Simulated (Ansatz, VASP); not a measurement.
# Cross-check of Mg35Mo between VASP and Ansatz

Aim: how closely do two programs agree when they are given the same cell, functional and k mesh? The structure shown is the end of the VASP relaxation below.

Main program and level: Ansatz 0.2.0; plane waves, with VASP 6.6.1 beside it; single point at PBEsol.

## 1. Starting point

The cell holds 36 atoms: 1 Mo and 35 Mg. Cell: a = 9.551 Å, b = 9.551 Å, c = 10.221 Å, α = 90.0°, β = 90.0°, γ = 120.0°. It derives from Mg. Nearest the centre at fractional (0.000, 0.000, 0.000): Mo1 at 0.00 Å, Mg24 at 3.02 Å, Mg23 at 3.02 Å, Mg19 at 3.02 Å, Mg36 at 3.02 Å, Mg35 at 3.02 Å, Mg20 at 3.02 Å, Mg13 at 3.06 Å.

## 2. VASP: relaxation, PBEsol

This run makes the geometry at which the two programs are then compared.

Lines of VASP's logs that name or quote its potential files are left out, and so is its time.

File INCAR:

```
SYSTEM = Mg35Mo
PREC = Normal
ENCUT = 300
EDIFF = 1E-05
NELM = 120
ISMEAR = 1
SIGMA = 0.2
LREAL = Auto
ALGO = Fast
GGA = PS
NBANDS = 64
ISPIN = 2
MAGMOM = 0.6 0 0 0 0 0 0 0 0 0 0 0 0 0 0 0 0 0 0.6 0.6 0 0 0.6 0 0 0 0 0 0 0 0 0 0 0 0 0
LASPH = .TRUE.
LMAXMIX = 4
LORBIT = 11
LWAVE = .FALSE.
LCHARG = .TRUE.
KPAR = 4
IBRION = 2
NSW = 50
ISIF = 2
EDIFFG = -0.03
POTIM = 0.4
MAXMIX = 40
ISYM = 2
```

File POSCAR:

```
Mg35Mo
1.0
    9.5507405628      0.0000000000      0.0000000000
   -4.7753702814      8.2711839522      0.0000000000
    0.0000000000      0.0000000000     10.2209445440
Mo Mg
1 35
Direct
    0.0000000000      0.0000000000      0.0000000000
    0.0000000000      0.0000000000      0.5000000000
    0.0000000000      0.3333333300      0.0000000000
    0.0000000000      0.3333333300      0.5000000000
    0.0000000000      0.6666666700      0.0000000000
    0.0000000000      0.6666666700      0.5000000000
    0.3333333300      0.0000000000      0.0000000000
    0.3333333300      0.0000000000      0.5000000000
    0.3333333300      0.3333333300      0.0000000000
    0.3333333300      0.3333333300      0.5000000000
    0.3333333300      0.6666666700      0.0000000000
    0.3333333300      0.6666666700      0.5000000000
    0.6666666700      0.0000000000      0.0000000000
    0.6666666700      0.0000000000      0.5000000000
    0.6666666700      0.3333333300      0.0000000000
    0.6666666700      0.3333333300      0.5000000000
    0.6666666700      0.6666666700      0.0000000000
    0.6666666700      0.6666666700      0.5000000000
    0.1111111100      0.2222222200      0.2500000000
    0.1111111100      0.2222222200      0.7500000000
    0.1111111100      0.5555555600      0.2500000000
    0.1111111100      0.5555555600      0.7500000000
    0.1111111100      0.8888888900      0.2500000000
    0.1111111100      0.8888888900      0.7500000000
    0.4444444400      0.2222222200      0.2500000000
    0.4444444400      0.2222222200      0.7500000000
    0.4444444400      0.5555555600      0.2500000000
    0.4444444400      0.5555555600      0.7500000000
    0.4444444400      0.8888888900      0.2500000000
    0.4444444400      0.8888888900      0.7500000000
    0.7777777800      0.2222222200      0.2500000000
    0.7777777800      0.2222222200      0.7500000000
    0.7777777800      0.5555555600      0.2500000000
    0.7777777800      0.5555555600      0.7500000000
    0.7777777800      0.8888888900      0.2500000000
    0.7777777800      0.8888888900      0.7500000000
```

File KPOINTS:

```
Automatic mesh
0
Gamma
4 4 4
0 0 0
```

PAW data sets: Mo and Mg (PBE family, release 64).

The run is started by

```console
> mpirun -np 4 vasp_std
```

Numbers of over 12 decimals in the logs are rounded to 6 here.

Log:

```text
[banner, memory and clock lines left out]
running    4 mpi-ranks, on    1 nodes
[...]
|                                                                             |
|               ----> ADVICE to this user running VASP <----                  |
|                                                                             |
|     You enforced a specific xc type in the INCAR file but a different       |
|     [... a line on the potential file left out ...]
|     I HOPE YOU KNOW WHAT YOU ARE DOING!                                     |
|                                                                             |

 LDA part: xc-table for (Slater+PW92), standard interpolation
 POSCAR, INCAR and KPOINTS ok, starting setup
[...]
entering main loop
       N       E                     dE             d eps       ncg     rms          rms(c)
DAV:   1     0.403498251160E+02    0.40350E+02   -0.15881E+04  9224   0.559E+02
DAV:   2    -0.624952578951E+02   -0.10285E+03   -0.94175E+02 10944   0.820E+01
DAV:   3    -0.705347859253E+02   -0.80395E+01   -0.73436E+01 12624   0.170E+01
DAV:   4    -0.708190492841E+02   -0.28426E+00   -0.28082E+00 11040   0.307E+00
[...]
RMM:  24    -0.697986563910E+02    0.69587E-04   -0.11924E-04  8876   0.164E-02    0.336E-02
RMM:  25    -0.697986087005E+02    0.47691E-04   -0.33698E-04  9937   0.227E-02    0.358E-03
RMM:  26    -0.697986099243E+02   -0.12238E-05   -0.10659E-05  6140   0.765E-03
   1 F= -.69798610E+02 E0= -.69786391E+02  d E =-.697986E+02  mag=    -0.0000
[... from here on, the cycles between the ionic steps are left out ...]
   2 F= -.69907444E+02 E0= -.69894733E+02  d E =-.108834E+00  mag=    -0.0179
   4 F= -.70055037E+02 E0= -.70040682E+02  d E =-.256427E+00  mag=     0.1190
   5 F= -.70188634E+02 E0= -.70178336E+02  d E =-.390024E+00  mag=     1.1300
   6 F= -.70188647E+02 E0= -.70178386E+02  d E =-.390037E+00  mag=     1.1217
   7 F= -.70195261E+02 E0= -.70184983E+02  d E =-.661381E-02  mag=     1.1159
   8 F= -.70202086E+02 E0= -.70191598E+02  d E =-.134386E-01  mag=     1.0787
[...]
reached required accuracy - stopping structural energy minimisation
```

From OUTCAR (step 2):

```text
  Total       -4.0321851     -4.0316941     -4.6200631      0.0004301     -0.0000033      0.0000005
  in kB       -8.0012028     -8.0002285     -9.1677493      0.0008534     -0.0000065      0.0000011
  external PRESSURE =      -8.3897269 kB  Pullay stress =       0.0000000 kB

 POSITION                                       TOTAL-FORCE (eV/Angst)
 -----------------------------------------------------------------------------------
      9.55074      0.00000      0.00000         0.000003     -0.000000      0.000001
     -4.77537      8.27118      5.11047        -0.000005      0.000002     -0.000000
      8.01117      2.65012     10.22094         0.010133     -0.000434     -0.000001
     -1.57471      2.73909      5.11047         0.003705      0.010234      0.000000
      6.30066      5.61282      0.00000         0.004681      0.009008      0.000000
     -3.19059      5.53791      5.11047         0.010723     -0.001897     -0.000001
      3.06486      0.00824     10.22094        -0.005460     -0.008558      0.000002
     -1.61589      8.26537      5.11047         0.007004     -0.008339      0.000001
      1.53957      2.65013     10.22094        -0.010131     -0.000446     -0.000000
      1.57470      2.73909      5.11047        -0.003704      0.010212     -0.000001
     -0.00001      5.51413      0.00000         0.000004     -0.000002     -0.000000
     -0.00000      5.51412      5.11047        -0.000007      0.000003      0.000000
      6.48588      0.00824      0.00000         0.005442     -0.008558      0.000001
      1.61589      8.26537      5.11047        -0.007010     -0.008325     -0.000000
[...]
-----------------------------------------------------------------------------------
    total drift:                               -0.000020      0.000011      0.000001

  FREE ENERGIE OF THE ION-ELECTRON SYSTEM (eV)
  ---------------------------------------------------
  free  energy   TOTEN  =       -70.2020857921 eV

  energy  without entropy=      -70.1706232691  energy(sigma->0) =      -70.19159828

 reached required accuracy - stopping structural energy minimisation

 magnetization (x)
# of ion       s       p       d       tot
------------------------------------------
    1        0.015   0.013   0.788   0.815
    2       -0.001   0.002  -0.000   0.001
    3       -0.002  -0.000   0.000  -0.001
    4       -0.001   0.001  -0.000  -0.000
    5       -0.002  -0.000   0.000  -0.001
    6       -0.001   0.001  -0.000  -0.000
    7       -0.002  -0.000   0.000  -0.001
    8       -0.001   0.001  -0.000  -0.000
    9       -0.002  -0.000   0.000  -0.001
   10       -0.001   0.001  -0.000  -0.000
   11       -0.001   0.000   0.000  -0.001
   12       -0.000   0.001  -0.000   0.001
   13       -0.002  -0.000   0.000  -0.001
[...]
--------------------------------------------------
tot         -0.011   0.041   0.793   0.822

[... 1 further part left out ...]
```

The data set Mo keeps the semicore shell frozen, which is cheaper and a little less accurate.

(Continued in part 2 of 2.)

[Lines on the potential files, build, host, timing and source positions are cut from VASP's logs without a mark.]

[Logs are printed without paths, hosts, clocks, repeated set-up lines and the standing remarks that a program may print on its own settings, such as how far it seeks lower states.]

[Hosts, paths, dates, database ids (printed as entryN), source tags and the programs' standing remarks are cut or masked in the printed files.]
